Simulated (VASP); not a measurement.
Calculation: vdW-DF-cx, VASP's PBE PAW potentials (set 64) (plane waves; VASP).

VASP ran on this input.

File POSCAR:
```
KCl
1
    0.0000000000     3.1469640107     3.1469640107
    3.1469640107     0.0000000000     3.1469640107
    3.1469640107     3.1469640107     0.0000000000
K Cl
1 1
Direct
  0.0000000000   1.0000000000   0.0000000000
  0.5000000000   0.5000000000   0.5000000000
```

INCAR:
```
SYSTEM = KCl
PREC = Accurate; ENCUT = 520; LREAL = .False.
LASPH = .True.
EDIFF = 1E-7; NELM = 100; ALGO = Normal
ISMEAR = 0; SIGMA = 0.05
GGA = CX; LUSE_VDW = .True.; AGGAC = 0.0
ISIF = 2
LWAVE = .False.; LCHARG = .False.
```

File KPOINTS:
```
Automatic mesh
0
Gamma
7 7 7
0 0 0
```

POTCAR, in this order: K_sv Cl (PBE.64 set). Program: vasp_std.

Output

OSZICAR:
```
       N       E                     dE             d eps       ncg     rms          rms(c)
DAV:   1     0.111164018310E+03    0.11116E+03   -0.72773E+03   480   0.119E+03
DAV:   2     0.346852779538E+01   -0.10770E+03   -0.98897E+02   592   0.280E+02
DAV:   3    -0.298091325632E+01   -0.64494E+01   -0.64171E+01   604   0.631E+01
DAV:   4    -0.319004914240E+01   -0.20914E+00   -0.20896E+00   852   0.106E+01
DAV:   5    -0.319298835419E+01   -0.29392E-02   -0.29391E-02   628   0.109E+00    0.333E+00
DAV:   6    -0.294147412051E+01    0.25151E+00   -0.49662E-01   588   0.400E+00    0.270E+00
DAV:   7    -0.293831616796E+01    0.31580E-02   -0.12722E-01   604   0.227E+00    0.152E+00
DAV:   8    -0.295778605923E+01   -0.19470E-01   -0.26583E-02   628   0.139E+00    0.204E-01
DAV:   9    -0.295913540847E+01   -0.13493E-02   -0.15552E-03   624   0.284E-01    0.121E-01
DAV:  10    -0.296046564991E+01   -0.13302E-02   -0.16662E-03   536   0.321E-01    0.250E-02
DAV:  11    -0.296051381066E+01   -0.48161E-04   -0.69134E-05   620   0.650E-02    0.197E-02
DAV:  12    -0.296052382351E+01   -0.10013E-04   -0.20777E-05   568   0.304E-02    0.910E-03
DAV:  13    -0.296052442826E+01   -0.60475E-06   -0.26539E-06   632   0.120E-02    0.268E-03
DAV:  14    -0.296052474360E+01   -0.31535E-06   -0.64960E-07   576   0.606E-03    0.582E-04
DAV:  15    -0.296052480396E+01   -0.60350E-07   -0.20970E-08   472   0.111E-03
   1 F= -.29605248E+01 E0= -.29605248E+01  d E =-.515328E-12
```

OUTCAR:
```
------------------------ aborting loop because EDIFF is reached ----------------------------------------
  FORCE on cell =-STRESS in cart. coord.  units (eV):
  Direction    XX          YY          ZZ          XY          YZ          ZX
  --------------------------------------------------------------------------------------
  Total        0.0113587      0.0113587      0.0113587      0.0000000      0.0000000      0.0000000
  in kB        0.2919663      0.2919663      0.2919663      0.0000000      0.0000000      0.0000000
  external PRESSURE =       0.2919663 kB  Pullay stress =       0.0000000 kB
  volume of cell :       62.33
      direct lattice vectors                 reciprocal lattice vectors
     0.000000000  3.146964011  3.146964011    -0.158883291  0.158883291  0.158883291
     3.146964011  0.000000000  3.146964011     0.158883291 -0.158883291  0.158883291
     3.146964011  3.146964011  0.000000000     0.158883291  0.158883291 -0.158883291
  FREE ENERGIE OF THE ION-ELECTRON SYSTEM (eV)
  ---------------------------------------------------
  free  energy   TOTEN  =        -2.9605248040 eV

  energy  without entropy=       -2.9605248040  energy(sigma->0) =       -2.96052480
```
(Selected blocks of OUTCAR.)

File OUTCAR:
```
 val. band max:       -1.8562396034   @ k =   0.0000   0.0000   0.0000

 cond. band min:       3.4413542526   @ k =   0.0000   0.0000   0.0000


 Fermi energy:        -1.6327063117

 k-point     1 :       0.0000    0.0000    0.0000
  band No.  band energies     occupation
      1     -28.9531      2.00000
      2     -13.9204      2.00000
      3     -12.4826      2.00000
      4     -12.4826      2.00000
      5     -12.4826      2.00000
      6      -1.8562      2.00000
      7      -1.8562      2.00000
      8      -1.8562      2.00000
      9       3.4414      0.00000
     10       6.5680      0.00000
     11       6.5680      0.00000
     12       6.5680      0.00000

 k-point     2 :       0.1429    0.0000    0.0000
  band No.  band energies     occupation
      1     -28.9510      2.00000
      2     -13.9606      2.00000
      3     -12.4844      2.00000
      4     -12.4844      2.00000
      5     -12.4322      2.00000
      6      -2.0937      2.00000
      7      -1.9208      2.00000
      8      -1.9208      2.00000
      9       3.9178      0.00000
     10       6.4382      0.00000
     11       6.8228      0.00000
     12       6.8228      0.00000

 k-point     3 :       0.2857    0.0000    0.0000
  band No.  band energies     occupation
      1     -28.9465      2.00000
      2     -14.0424      2.00000
      3     -12.4882      2.00000
      4     -12.4882      2.00000
      5     -12.3265      2.00000
      6      -2.5466      2.00000
      7      -2.0596      2.00000
      8      -2.0596      2.00000
      9       4.9614      0.00000
     10       6.4136      0.00000
     11       7.5354      0.00000
     12       7.5354      0.00000

 k-point     4 :       0.4286    0.0000    0.0000
  band No.  band energies     occupation
      1     -28.9429      2.00000
      2     -14.1017      2.00000
      3     -12.4913      2.00000
      4     -12.4913      2.00000
      5     -12.2477      2.00000
      6      -2.8574      2.00000
...
```

The compound is KCl in the rock salt structure. It was relaxed first.
